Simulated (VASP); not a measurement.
# ZnS: band gap against strain

ZnS (zinc blende, F-43m, 20.135 Å³/atom and stress up to 0.22 GPa in the relaxed cell, cube axes along x, y and z) under an equal strain ε along all three axes. PBE in VASP (plane waves, PAW), 480 eV, 10×10×10 Γ-centred mesh, Gaussian smearing 0.05 eV; ions are relaxed, or left where forces stay under 0.02 eV/Å, within the symmetry of each cell. Gaps are the smallest on the run's k-mesh, which can miss an edge that lies off it, without spin-orbit coupling; in all rows the valence edge lies at Γ and the conduction edge at Γ.

Here s stands for strain and Eg for gap.

```
strain (%)  gap (eV)
----------  --------
-3.00              ?
-1.50          2.224
-1.00          2.157
-0.50          2.091
0.00           2.025
0.50           1.960
1.00           1.897
1.50           1.834
```

Problem. Fit Eg against s with a straight line, and predict the withheld value at s = -3.00.

Solution. Means: s 0, Eg 2.0269. About the means, the sum of products is -0.91050 and the sum of squares of s is 7.0000; the slope is their ratio. Least squares gives Eg = 2.0269 - 0.13007·s. Residuals (row less fit): 0.0020, 0.0000, -0.0009, -0.0019, -0.0019, 0.0002, 0.0022; standard error 0.0018 (degrees of freedom: 5). Over these rows the gap moves by -13.01 ± 0.07 eV per unit strain, or -4.3 eV per unit of ln V. At the withheld row, Eg = 2.0269 - 0.13007 × (-3.0) = 2.4171 eV. The calculation gives 2.432 eV, 0.0149 eV above the prediction (2.5 % of the range of Eg in the table). The row lies outside the fitted rows, so this is an extrapolation. From the scatter of the fitted rows alone, a prediction at this place has a standard error of 0.0029 eV, so the miss is 5.1 times that.

A polynomial of degree 2 through the 12 other runs of the series gives 2.432 there, so most of the miss is curvature that the fit leaves out. Other structures, which can take over under pressure, weren't tried. Rows are the converged runs of the series near zero and its far end; series whose fitted rows scatter by over a few per cent of the range, as at a crossing or softening among them, aren't shown in this form, nor equations of state whose B0' disagrees with the runs' pressures. Most that stay on the fit to the last digits aren't either.
